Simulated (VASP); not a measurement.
Br:

```xyz
4
Lattice="3.3632 -2.3226 0.0000 3.3632 2.3226 0.0000 0.0000 0.0000 8.7023" Properties=species:S:1:pos:R:3 pbc="T T T"
Br    3.3632   -1.6959    0.9564
Br    3.3632   -0.6266    5.3075
Br    3.3632    1.6959    7.7459
Br    3.3632    0.6266    3.3948
```

```yaml
Program: VASP 6.6.1
Task: relaxation of cell and atoms
Functional: PBEsol
Potentials_or_basis: VASP PAW PBE potentials, release 64 (Br)
Cutoff: 600 eV
k_mesh: 8 × 8 × 4
Occupations: gaussian, width 0.03 eV
Spin: no spin polarisation
```

At the start: pressure 0.1 GPa; volume 33.99 Å³/atom.

Task: How do energy, volume and symmetry change on relaxing?

Result: Over 27 steps the energy falls by 61.2 meV/atom and the volume is 30.96 Å³/atom (-8.9 %); space group Cmce (No. 64, to 0.05 Å).

The path:
| step | energy change (eV) | largest force (eV/Å) | pressure (GPa) | volume (Å³) |
| --- | --- | --- | --- | --- |
| 1 | 0.0000 | 0.7487 | 0.15 | 135.95 |
| 2 | -0.0354 | 0.1908 | -1.83 | 136.56 |
| 3 | -0.0404 | 0.1130 | -1.34 | 136.39 |
| 4 | -0.1045 | 0.1010 | -1.15 | 131.92 |
| 5 | -0.1921 | 0.2094 | 0.90 | 118.89 |
| 6 | -0.1955 | 0.1433 | 0.09 | 122.36 |
| 7 | -0.1977 | 0.1615 | 0.35 | 121.10 |
| 8 | -0.2071 | 0.2058 | -0.08 | 120.61 |
| 9 | -0.2072 | 0.2230 | -0.11 | 120.56 |
| 10 | -0.2200 | 0.1960 | 0.13 | 119.81 |
| 11 | -0.2298 | 0.1232 | 0.90 | 117.79 |
| 12 | -0.2359 | 0.1090 | 0.51 | 118.63 |
| 13 | -0.2365 | 0.1159 | 0.35 | 118.99 |
| 14 | -0.2391 | 0.0951 | 0.27 | 119.48 |
| 15 | -0.2436 | 0.0375 | 0.05 | 120.98 |
| 16 | -0.2439 | 0.0235 | -0.02 | 121.53 |
| 17 | -0.2442 | 0.0231 | 0.11 | 121.54 |
| 18 | -0.2442 | 0.0215 | 0.09 | 121.54 |
| 19 | -0.2444 | 0.0147 | 0.08 | 121.85 |
| 20 | -0.2448 | 0.0053 | 0.02 | 122.77 |
| 21 | -0.2448 | 0.0104 | 0.00 | 123.01 |
| 22 | -0.2449 | 0.0080 | 0.02 | 123.18 |
| 23 | -0.2449 | 0.0157 | 0.05 | 123.35 |
| 24 | -0.2449 | 0.0129 | 0.03 | 123.46 |
| 25 | -0.2450 | 0.0049 | -0.03 | 123.80 |
| 26 | -0.2450 | 0.0040 | -0.03 | 123.83 |
| 27 | -0.2450 | 0.0045 | -0.02 | 123.84 |

Final structure:
```cif
data_structure
_symmetry_space_group_name_H-M 'P 1'
_symmetry_Int_Tables_number 1
_cell_length_a 4.1263
_cell_length_b 4.1263
_cell_length_c 8.5315
_cell_angle_alpha 90.000
_cell_angle_beta 90.000
_cell_angle_gamma 58.488
_cell_volume 123.84
loop_
_atom_site_label
_atom_site_type_symbol
_atom_site_fract_x
_atom_site_fract_y
_atom_site_fract_z
_atom_site_occupancy
Br1 Br 0.84599 0.15401 0.12010 1
Br2 Br 0.65401 0.34599 0.62010 1
Br3 Br 0.15401 0.84599 0.87990 1
Br4 Br 0.34599 0.65401 0.37990 1
```

Caveat: the PAW data sets were made with another functional, which shifts forces and pressure a little.
